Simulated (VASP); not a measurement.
These are PBE GGA, VASP's PBE PAW potentials (set 64) (plane waves; VASP 6.6.1) values and carry that method's errors.

Input for VASP

### POSCAR
```
CuAu
1.0
  2.7374660000   0.0000000000   0.0000000000
  0.0000000000   2.8607460000   0.0000000000
  0.0000000000   0.0000000000   3.6087280000
Cu Au
1 1
Direct
  0.0000000000   0.0000000000   0.0000000000
  0.5128910000   0.5000000000   0.5000000000
```

### INCAR
```
LCHARG=.FALSE.
LWAVE=.FALSE.
ENCUT=400   ! plane-wave cut-off (eV)
EDIFF=1E-8
ISIF=2
NELM=100
SYSTEM=CuAu
ISMEAR=1   ! Methfessel-Paxton
PREC=Accurate
SIGMA=0.1
LREAL=.FALSE.   ! projection in real space or not
LMAXMIX=6   ! l cut-off of mixed one-centre charges
ALGO=Normal   ! blocked Davidson
GGA=PE
LASPH=.TRUE.   ! aspherical one-centre terms
```

KPOINTS:
```
Automatic
0
gamma
 12 11 9
0 0 0
```

POTCAR, in this order: Cu Au (PBE.64 set). Program: vasp_std.

What VASP printed:

**OSZICAR**
```
       N       E                     dE             d eps       ncg     rms          rms(c)
DAV:   1     0.115166111847E+03    0.11517E+03   -0.98265E+03  6620   0.174E+03
DAV:   2    -0.427349712729E+01   -0.11944E+03   -0.11378E+03  6412   0.302E+02
DAV:   3    -0.795348698828E+01   -0.36800E+01   -0.36440E+01  8043   0.634E+01
DAV:   4    -0.799063487682E+01   -0.37148E-01   -0.37142E-01  6928   0.542E+00
DAV:   5    -0.799182931386E+01   -0.11944E-02   -0.11944E-02  9740   0.108E+00    0.123E+01
DAV:   6    -0.742189918285E+01    0.56993E+00   -0.79323E+00  6373   0.838E+01    0.564E+00
DAV:   7    -0.707887486342E+01    0.34302E+00   -0.32425E+00  7802   0.893E+01    0.625E+00
DAV:   8    -0.700659641712E+01    0.72278E-01   -0.28284E-01  8169   0.152E+01    0.290E+00
DAV:   9    -0.699870976714E+01    0.78866E-02   -0.22635E-02  9817   0.372E+00    0.111E-01
DAV:  10    -0.699851997581E+01    0.18979E-03   -0.22218E-03  7884   0.616E-01    0.701E-02
DAV:  11    -0.699852607391E+01   -0.60981E-05   -0.49378E-05  7923   0.748E-02    0.452E-02
DAV:  12    -0.699852096556E+01    0.51084E-05   -0.23223E-06  9726   0.484E-02    0.252E-03
DAV:  13    -0.699852086820E+01    0.97357E-07   -0.53462E-07  9546   0.215E-02    0.182E-03
DAV:  14    -0.699852094653E+01   -0.78324E-07   -0.98883E-08  8171   0.114E-02    0.204E-04
DAV:  15    -0.699852094101E+01    0.55193E-08   -0.26615E-09  4151   0.837E-04
   1 F= -.69985209E+01 E0= -.69985419E+01  d E =0.629528E-04
```

**OUTCAR**
```
------------------------ aborting loop because EDIFF is reached ----------------------------------------
  FORCE on cell =-STRESS in cart. coord.  units (eV):
  Direction    XX          YY          ZZ          XY          YZ          ZX
  --------------------------------------------------------------------------------------
  Total        2.0725448      1.5508228      1.5912362      0.0000000      0.0000000      0.0000000
  in kB      117.4984999     87.9205845     90.2117393      0.0000000      0.0000000      0.0000000
  external PRESSURE =      98.5436079 kB  Pullay stress =       0.0000000 kB
  volume of cell :       28.26
      direct lattice vectors                 reciprocal lattice vectors
     2.737466000  0.000000000  0.000000000     0.365301341  0.000000000  0.000000000
     0.000000000  2.860746000  0.000000000     0.000000000  0.349559171  0.000000000
     0.000000000  0.000000000  3.608728000     0.000000000  0.000000000  0.277105950
 POSITION                                       TOTAL-FORCE (eV/Angst)
 -----------------------------------------------------------------------------------
      0.00000      0.00000      0.00000         0.140334      0.000000      0.000000
      1.40402      1.43037      1.80436        -0.140334      0.000000      0.000000
 -----------------------------------------------------------------------------------
    total drift:                                0.000016      0.000000     -0.000000
  FREE ENERGIE OF THE ION-ELECTRON SYSTEM (eV)
  ---------------------------------------------------
  free  energy   TOTEN  =        -6.9985209410 eV

  energy  without entropy=       -6.9985838939  energy(sigma->0) =       -6.99854193
```
(Selected blocks of OUTCAR.)

### OUTCAR
```
 val. band max:        9.2409678143   @ k =   0.3333   0.2727   0.4444

 cond. band min:       9.2538302655   @ k =   0.5000   0.0000   0.2222


 Fermi energy:         9.2472816595

 k-point     1 :       0.0000    0.0000    0.0000
  band No.  band energies     occupation
      1      -0.8712      2.00000
      2       2.3022      2.00000
      3       2.5578      2.00000
      4       4.8045      2.00000
      5       5.1470      2.00000
      6       6.0560      2.00000
      7       6.2616      2.00000
      8       7.0132      2.00000
      9       7.4498      2.00000
     10       7.6589      2.00000
     11       7.7026      2.00000
     12      11.4897      0.00000
     13      17.7866      0.00000
     14      18.2852      0.00000
     15      19.9963      0.00000

 k-point     2 :       0.0833    0.0000    0.0000
  band No.  band energies     occupation
      1      -0.6956      2.00000
      2       2.4360      2.00000
      3       2.6217      2.00000
      4       4.8479      2.00000
      5       5.0321      2.00000
      6       5.9682      2.00000
      7       6.3039      2.00000
      8       6.9944      2.00000
      9       7.3611      2.00000
     10       7.4014      2.00000
     11       7.6645      2.00000
     12      11.9785      0.00000
     13      17.5919      0.00000
     14      18.5946      0.00000
     15      19.0584      0.00000

 k-point     3 :       0.1667    0.0000    0.0000
  band No.  band energies     occupation
      1      -0.1934      2.00000
      2       2.7301      2.00000
      3       2.8954      2.00000
      4       4.7089      2.00000
      5       4.9736      2.00000
      6       5.7205      2.00000
      7       6.4042      2.00000
      8       6.9230      2.00000
      9       6.9614      2.00000
     10       7.1537      2.00000
     11       7.5532      2.00000
     12      13.1442      0.00000
     13      16.1988      0.00000
     14      18.2814      0.00000
     15      19.4593      0.00000
...
```

Unless said otherwise, spin-orbit coupling is left out, though it shifts the bands of the heavy elements here.

The compound is CuAu in the L1_0 structure. The cell was not relaxed at this level, atoms are displaced from their ideal sites. The run is one of a series of settings (EDIFF = 1E-8 against the base run), some of them coarse on purpose.
